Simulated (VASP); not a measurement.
Computed with RPBE GGA, VASP's PBE PAW potentials (set 64) (plane waves; VASP).

The input files of a VASP run:

### INCAR
```
ALGO = Normal
PREC = Accurate
SIGMA = 0.1
LWAVE = .False.
ENCUT = 520
GGA = RP
ISIF = 3
EDIFF = 1E-6   # SCF stop (eV)
LREAL = .False.
LMAXMIX = 6   # l cut-off of mixed one-centre charges
ISMEAR = 1   # Methfessel-Paxton
NSW = 60
NELM = 100
EDIFFG = -0.01   # ionic stop
SYSTEM = Lu
LCHARG = .False.
IBRION = 2   # conjugate gradients
LASPH = .True.   # aspherical one-centre terms
```

KPOINTS:
```
Automatic mesh
0
Gamma
11 11 6
0 0 0
```

**POSCAR**
```
Lu
1
    1.7500000000    -3.0310890000     0.0000000000
    1.7500000000     3.0310890000     0.0000000000
    0.0000000000     0.0000000000     5.5500000000
Lu
2
Direct
  0.3333330000   0.6666670000   0.2500000000
  0.6666670000   0.3333330000   0.7500000000
```

POTCAR, in this order: Lu_3 (PBE.64 set). Program: vasp_std.

Output of the run:

**OSZICAR**
```
       N       E                     dE             d eps       ncg     rms          rms(c)
DAV:   1     0.459984487379E+02    0.45998E+02   -0.87871E+03  2904   0.150E+03
DAV:   2    -0.581436818204E+01   -0.51813E+02   -0.50079E+02  2873   0.728E+02
DAV:   3    -0.812984508456E+01   -0.23155E+01   -0.22226E+01  2988   0.641E+01
DAV:   4    -0.824452641503E+01   -0.11468E+00   -0.10805E+00  3080   0.103E+01
DAV:   5    -0.824821866707E+01   -0.36923E-02   -0.36844E-02  2863   0.167E+00    0.254E+01
DAV:   6    -0.824292077333E+01    0.52979E-02   -0.35685E-02  2784   0.438E+00    0.151E+01
DAV:   7    -0.825597663775E+01   -0.13056E-01   -0.67841E-02  2722   0.580E+00    0.407E-01
DAV:   8    -0.825604075402E+01   -0.64116E-04   -0.45185E-03  2726   0.939E-01    0.135E-01
DAV:   9    -0.825605976232E+01   -0.19008E-04   -0.23921E-04  2878   0.262E-01    0.319E-02
DAV:  10    -0.825605557297E+01    0.41894E-05   -0.26572E-05  2811   0.860E-02    0.372E-02
DAV:  11    -0.825605628350E+01   -0.71053E-06   -0.10657E-06  1584   0.226E-02
   1 F= -.82560563E+01 E0= -.82569640E+01  d E =-.825606E+01
       N       E                     dE             d eps       ncg     rms          rms(c)
DAV:   1    -0.840221465755E+01   -0.14616E+00   -0.44379E+00  1816   0.608E+01    0.278E+00
DAV:   2    -0.832387239906E+01    0.78342E-01   -0.37993E-01  2805   0.108E+01    0.114E+00
DAV:   3    -0.827296510024E+01    0.50907E-01   -0.84246E-02  2542   0.609E+00    0.365E-01
DAV:   4    -0.827082382356E+01    0.21413E-02   -0.12590E-02  2774   0.212E+00    0.220E-01
DAV:   5    -0.827098761492E+01   -0.16379E-03   -0.92119E-04  2943   0.531E-01    0.252E-02
DAV:   6    -0.827098136240E+01    0.62525E-05   -0.65377E-05  2914   0.162E-01    0.118E-02
DAV:   7    -0.827098233360E+01   -0.97121E-06   -0.43028E-06  2332   0.331E-02
   2 F= -.82709823E+01 E0= -.82715112E+01  d E =-.149261E-01
       N       E                     dE             d eps       ncg     rms          rms(c)
DAV:   1    -0.827549961701E+01   -0.45183E-02   -0.13488E-01  1823   0.107E+01    0.460E-01
DAV:   2    -0.827315590998E+01    0.23437E-02   -0.10733E-02  2517   0.162E+00    0.193E-01
DAV:   3    -0.827168494507E+01    0.14710E-02   -0.23581E-03  2560   0.109E+00    0.620E-02
DAV:   4    -0.827163112425E+01    0.53821E-04   -0.32853E-04  2709   0.336E-01    0.378E-02
DAV:   5    -0.827163862191E+01   -0.74977E-05   -0.24223E-05  2938   0.896E-02    0.387E-03
DAV:   6    -0.827163798927E+01    0.63264E-06   -0.72477E-07  1167   0.256E-02
   3 F= -.82716380E+01 E0= -.82722480E+01  d E =-.155817E-01
       N       E                     dE             d eps       ncg     rms          rms(c)
DAV:   1    -0.827166655346E+01   -0.27932E-04   -0.12007E-03  1842   0.102E+00    0.450E-02
DAV:   2    -0.827164617097E+01    0.20382E-04   -0.98649E-05  2586   0.158E-01    0.186E-02
DAV:   3    -0.827163272057E+01    0.13450E-04   -0.21104E-05  2574   0.101E-01    0.593E-03
DAV:   4    -0.827163212915E+01    0.59143E-06   -0.21610E-06  1624   0.336E-02
   4 F= -.82716321E+01 E0= -.82722498E+01  d E =-.155758E-01
       N       E                     dE             d eps       ncg     rms          rms(c)
DAV:   1    -0.827240359073E+01   -0.77087E-03   -0.25988E-02  2445   0.266E+00    0.129E-01
DAV:   2    -0.827206688843E+01    0.33670E-03   -0.90177E-04  2769   0.457E-01    0.712E-02
DAV:   3    -0.827187154258E+01    0.19535E-03   -0.23242E-04  3163   0.250E-01    0.304E-02
DAV:   4    -0.827187187283E+01   -0.33025E-06   -0.27832E-05  2680   0.551E-02    0.186E-02
DAV:   5    -0.827187253494E+01   -0.66211E-06   -0.17446E-06  1217   0.241E-02
   5 F= -.82718725E+01 E0= -.82725391E+01  d E =-.240406E-03
       N       E                     dE             d eps       ncg     rms          rms(c)
DAV:   1    -0.827197485066E+01   -0.10298E-03   -0.41140E-03  2445   0.106E+00    0.525E-02
DAV:   2    -0.827192143248E+01    0.53418E-04   -0.14339E-04  2753   0.187E-01    0.283E-02
DAV:   3    -0.827189056361E+01    0.30869E-04   -0.37670E-05  3190   0.101E-01    0.114E-02
DAV:   4    -0.827189065025E+01   -0.86646E-07   -0.40637E-06  1701   0.215E-02
   6 F= -.82718907E+01 E0= -.82725713E+01  d E =-.258521E-03
```

OUTCAR:
```
------------------------ aborting loop because EDIFF is reached ----------------------------------------
  FORCE on cell =-STRESS in cart. coord.  units (eV):
  Direction    XX          YY          ZZ          XY          YZ          ZX
  --------------------------------------------------------------------------------------
  Total        0.0145553      0.0145553      0.0089475      0.0000000      0.0000000      0.0000000
  in kB        0.3809914      0.3809914      0.2342047      0.0000000      0.0000000      0.0000000
  external PRESSURE =       0.3320625 kB  Pullay stress =       0.0000000 kB
  volume of cell :       61.21
      direct lattice vectors                 reciprocal lattice vectors
     1.781315943 -3.085329810 -0.000000000     0.280691363 -0.162057229  0.000000000
     1.781315943  3.085329810  0.000000000     0.280691363  0.162057229 -0.000000000
    -0.000000000  0.000000000  5.568575828     0.000000000 -0.000000000  0.179579130
 POSITION                                       TOTAL-FORCE (eV/Angst)
 -----------------------------------------------------------------------------------
      1.78132      1.02845      1.39214        -0.000000     -0.000000      0.000000
      1.78132     -1.02845      4.17643         0.000000      0.000000      0.000000
 -----------------------------------------------------------------------------------
    total drift:                                0.000002      0.000073     -0.000012
  FREE ENERGIE OF THE ION-ELECTRON SYSTEM (eV)
  ---------------------------------------------------
  free  energy   TOTEN  =        -8.2718906503 eV

  energy  without entropy=       -8.2739325188  energy(sigma->0) =       -8.27257127

 reached required accuracy - stopping structural energy minimisation
```
(Selected blocks of OUTCAR.)

File CONTCAR:
```
Lu
   1.00000000000000
     1.7813159433664412   -3.0853298096653066   -0.0000000000000000
     1.7813159433664412    3.0853298096653066    0.0000000000000000
    -0.0000000000000000    0.0000000000000000    5.5685758280811086
  Lu
     2
Direct
     0.3333330000000032    0.6666669999999968    0.2500000000000000
     0.6666669999999968    0.3333330000000032    0.7500000000000000
```

Energy and stress use the plane-wave basis of the starting cell.

The compound is Lu in the hcp structure. This run relaxes it. Symmetry was kept, so distortions that lower it aren't found.
